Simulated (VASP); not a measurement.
All values below come from RPBE GGA, VASP's PBE PAW potentials (set 64) (plane waves; VASP).

A VASP calculation is set up with these files.

POSCAR:
```
HfC
3.3046250
  0.0000000000   0.7071067533   0.7071067533
  0.7071067533   0.0000000000   0.7071067533
  0.7071067533   0.7071067533   0.0000000000
Hf C
1 1
Cart
  0.0000000000   0.0000000000   0.0000000000
  0.7071067533   0.7071067533   0.7071067533
```

INCAR:
```
ALGO=Normal
EDIFF=1E-7
ENCUT=520
GGA=RP
ISIF=2
ISMEAR=-5
LASPH=.TRUE.
LCHARG=.TRUE.
LMAXMIX=6
LORBIT=11
LREAL=.FALSE.
LWAVE=.FALSE.
NEDOS=601
NELM=100
PREC=Accurate
SYSTEM=HfC
```

File KPOINTS:
```
Automatic
0
Gamma
 15 15 15
```

POTCAR, in this order: Hf_pv C (PBE.64 set). Program: vasp_std.

Unless said otherwise, spin-orbit coupling is left out, though it shifts the bands of the heavy elements here.

### Question
Predict the energy per atom (σ→0), band gap (on the k-mesh).

### Answer

```json
{
 "energy per atom (σ→0)": "-10.068 eV/atom",
 "band gap (on the k-mesh)": "none (metal, semimetal or under 0.01 eV)"
}
```

### OSZICAR
```
...
DAV:   8    -0.201427250552E+02    0.26374E-02   -0.62518E-02  2975   0.254E+00    0.574E+00
DAV:   9    -0.201366594009E+02    0.60657E-02   -0.29619E-02  2990   0.105E+00    0.178E+00
DAV:  10    -0.201364855848E+02    0.17382E-03   -0.91835E-04  3160   0.266E-01    0.328E-01
DAV:  11    -0.201364720883E+02    0.13497E-04   -0.19302E-04  3108   0.100E-01    0.902E-02
DAV:  12    -0.201364705645E+02    0.15237E-05   -0.10213E-05  3103   0.271E-02    0.724E-02
DAV:  13    -0.201364698004E+02    0.76414E-06   -0.62439E-07  3187   0.819E-03    0.287E-03
DAV:  14    -0.201364697656E+02    0.34789E-07   -0.85370E-09  1551   0.993E-04
   1 F= -.20136470E+02 E0= -.20136470E+02  d E =0.000000E+00
```

The compound is HfC in the rock salt structure. It was relaxed first.
